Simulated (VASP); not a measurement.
# Relaxed cell of MgO: a test of cutoff and mesh, part 2 of 2

How far does the relaxed cell of MgO depend on cutoff and k mesh? The starting structure is a cell with measured lattice constants from the literature and the atomic positions of a Crystallography Open Database entry. The first relaxation on each setting starts from this cell expanded by 3 % in volume.

VASP 6.6.1.

Results so far: reference 9.32 Å³ an atom; a cutoff of 400 eV 9.05 Å³ an atom; a 5×5×5 mesh 9.32 Å³ an atom.

### 5. Relaxation with a cutoff of 680 eV

Level of this step: PBEsol; plane waves and PAW (Mg, O) (VASP).

Against step 2 the input has ENCUT = 680. This run starts from the cell of an earlier relaxation, which isn't shown; the restart sets up the plane waves anew.

INCAR

```
SYSTEM = MgO
PREC = Accurate
ENCUT = 680
EDIFF = 1E-06
NELM = 100
ISMEAR = 0
SIGMA = 0.03
LREAL = .FALSE.
ALGO = Normal
GGA = PS
NBANDS = 10
LORBIT = 11
LWAVE = .FALSE.
LCHARG = .FALSE.
KPAR = 4
IBRION = 2
NSW = 50
ISIF = 3
EDIFFG = -0.006
```

POSCAR

```
MgO
1.0
    0.0000000000      2.1037160240      2.1037160240
    2.1037160240      0.0000000000      2.1037160240
    2.1037160240      2.1037160240      0.0000000000
Mg O
1 1
Direct
    0.0000000000      0.0000000000      0.0000000000
    0.5000000000      0.5000000000      0.5000000000
```

KPOINTS

```
Automatic mesh
0
Gamma
8 8 8
0 0 0
```

The projector-augmented-wave data sets are Mg and O (PBE family, release 64).

On the command line:

```console
mpirun -np 4 vasp_std
```

The log of the run:

```text
[... set-up lines as in an earlier step ...]
 entering main loop
       N       E                     dE             d eps       ncg     rms          rms(c)
DAV:   1     0.236952219373E+02    0.23695E+02   -0.53250E+03   636   0.892E+02
DAV:   2    -0.130166409806E+02   -0.36712E+02   -0.34740E+02   680   0.160E+02
DAV:   3    -0.138997677458E+02   -0.88313E+00   -0.88177E+00   686   0.244E+01
DAV:   4    -0.139019688924E+02   -0.22011E-02   -0.22011E-02   640   0.134E+00
[...]
DAV:   9    -0.125179418218E+02    0.18724E-03   -0.21631E-04   666   0.116E-01    0.135E-01
DAV:  10    -0.125178615560E+02    0.80266E-04   -0.38298E-04   622   0.165E-01    0.621E-03
DAV:  11    -0.125178607431E+02    0.81291E-06   -0.34230E-06   612   0.150E-02
   1 F= -.12517861E+02 E0= -.12517861E+02  d E =-.125179E+02
[...]
reached required accuracy - stopping structural energy minimisation
```

It took 2.8 s on 4 MPI ranks of Intel Xeon 6975P-C (Granite Rapids), shared host; peak memory 0.58 GiB.

OUTCAR, selected parts (step 5):

```text
  Total       -0.0020565     -0.0020565     -0.0020565      0.0000000      0.0000000     -0.0000000
  in kB       -0.1769531     -0.1769531     -0.1769531      0.0000000      0.0000000     -0.0000000
  external PRESSURE =      -0.1769531 kB  Pullay stress =       0.0000000 kB

 POSITION                                       TOTAL-FORCE (eV/Angst)
 -----------------------------------------------------------------------------------
      0.00000      0.00000      0.00000         0.000000      0.000000      0.000000
      2.10372      2.10372      2.10372        -0.000000     -0.000000     -0.000000
 -----------------------------------------------------------------------------------
    total drift:                                0.000000      0.000000      0.000000

  FREE ENERGIE OF THE ION-ELECTRON SYSTEM (eV)
  ---------------------------------------------------
  free  energy   TOTEN  =       -12.5178607431 eV

  energy  without entropy=      -12.5178607431  energy(sigma->0) =      -12.51786074

[... 2 parts as in an earlier step ...]

[... 2 further parts left out ...]
[key lines of the parts left out:]
E-fermi :   3.2785
```

With a cutoff of 680 eV the cell ends at 9.310 Å³ an atom, -0.16 % from the reference; the bulk modulus is 161.7 GPa against 161.3 GPa.

### 6. Relaxation with a 12×12×12 mesh

Against step 2 the input has a 12×12×12 mesh. This run starts from the cell of an earlier relaxation, which isn't shown; the restart sets up the plane waves anew.

INCAR, as its differences from that of step 5:

```diff
@@ -2,3 +2,3 @@
 PREC = Accurate
-ENCUT = 680
+ENCUT = 520
 EDIFF = 1E-06
```

POSCAR

```
MgO
1.0
    0.0000000000      2.1048225189      2.1048225189
    2.1048225189      0.0000000000      2.1048225189
    2.1048225189      2.1048225189      0.0000000000
Mg O
1 1
Direct
    0.0000000000      0.0000000000      0.0000000000
    0.5000000000      0.5000000000      0.5000000000
```

KPOINTS

```
Automatic mesh
0
Gamma
12 12 12
0 0 0
```

On the command line:

```console
mpirun -np 4 vasp_std
```

The log of the run:

```text
[... set-up lines as in an earlier step ...]
 entering main loop
       N       E                     dE             d eps       ncg     rms          rms(c)
DAV:   1     0.123592555569E+02    0.12359E+02   -0.46176E+03  1600   0.712E+02
DAV:   2    -0.133024043827E+02   -0.25662E+02   -0.25233E+02  1628   0.137E+02
DAV:   3    -0.138971828298E+02   -0.59478E+00   -0.59419E+00  1696   0.185E+01
DAV:   4    -0.138985439004E+02   -0.13611E-02   -0.13610E-02  1594   0.102E+00
[...]
DAV:  10    -0.125125118151E+02    0.60268E-04   -0.37129E-04  1540   0.156E-01    0.562E-03
DAV:  11    -0.125125128172E+02   -0.10020E-05   -0.41374E-06  1524   0.155E-02    0.320E-03
DAV:  12    -0.125125132875E+02   -0.47039E-06   -0.92596E-08   794   0.363E-03
   1 F= -.12512513E+02 E0= -.12512513E+02  d E =-.125125E+02
[...]
reached required accuracy - stopping structural energy minimisation
```

Wall time 2.6 s (4 MPI ranks); peak memory 0.54 GiB.

Parts of OUTCAR (step 6):

```text
  Total        0.0001059      0.0001059      0.0001059      0.0000000     -0.0000000      0.0000000
  in kB        0.0090949      0.0090949      0.0090949      0.0000000     -0.0000000      0.0000000
  external PRESSURE =       0.0090949 kB  Pullay stress =       0.0000000 kB

 POSITION                                       TOTAL-FORCE (eV/Angst)
 -----------------------------------------------------------------------------------
      0.00000      0.00000      0.00000         0.000000     -0.000000      0.000000
      2.10482      2.10482      2.10482        -0.000000      0.000000     -0.000000
 -----------------------------------------------------------------------------------
    total drift:                               -0.000000     -0.000000      0.000000

  FREE ENERGIE OF THE ION-ELECTRON SYSTEM (eV)
  ---------------------------------------------------
  free  energy   TOTEN  =       -12.5125132875 eV

  energy  without entropy=      -12.5125132875  energy(sigma->0) =      -12.51251329

[... 1 part as in an earlier step ...]

[... 3 further parts left out ...]
[key lines of the parts left out:]
E-fermi :   3.3332
```

With a 12×12×12 mesh the cell ends at 9.325 Å³ an atom, +0.00 % from the reference; the bulk modulus is 161.4 GPa against 161.3 GPa.

### 7. All runs side by side

| run | volume (Å³/atom) | change (%) | bulk modulus (GPa) | pressure left (GPa) | core minutes |
| --- | --- | --- | --- | --- | --- |
| reference | 9.325 | - | 161.3 | 0.0 | 0.32 |
| a cutoff of 400 eV | 9.052 | -2.93 | 179.9 | -0.01 | 0.4 |
| a 5×5×5 mesh | 9.325 | 0.0 | 161.5 | 0.0 | 0.32 |
| a cutoff of 680 eV | 9.31 | -0.16 | 161.7 | -0.02 | 0.56 |
| a 12×12×12 mesh | 9.325 | 0.0 | 161.4 | 0.0 | 0.48 |

Core minutes are wall time times ranks, summed over the relaxations behind a row (those for a bulk modulus apart), on shared hosts.

### 8. Summary of results

```
volume of the reference                          : 9.325 Å³/atom
volume against the reference, a cutoff of 400 eV : -2.93 %
volume against the reference, a 5×5×5 mesh       : +0.00 %
volume against the reference, a cutoff of 680 eV : -0.16 %
volume against the reference, a 12×12×12 mesh    : +0.00 %
```

**Reading.** The volume moves most with a cutoff of 400 eV: -2.93 % against the reference (520 eV, 8×8×8 mesh). On finer settings it changes by -0.16 % with a cutoff of 680 eV and +0.00 % with a 12×12×12 mesh. A cell that shrinks at the lower cutoff is the usual mark of Pulay stress, the error that a plane-wave basis makes when it is kept while the volume changes. The bulk modulus is more sensitive: it changes by +11.6 % with a cutoff of 400 eV. Further runs on this material are not shown.

[Lines on the potential files, build, host, timing and source positions are cut from VASP's logs without a mark.]

[Logs are printed without paths, hosts, clocks, repeated set-up lines and the standing remarks that a program may print on its own settings, such as how far it seeks lower states.]

[Hosts, paths, dates, database ids (printed as entryN), source tags and the programs' standing remarks are cut or masked in the printed files.]
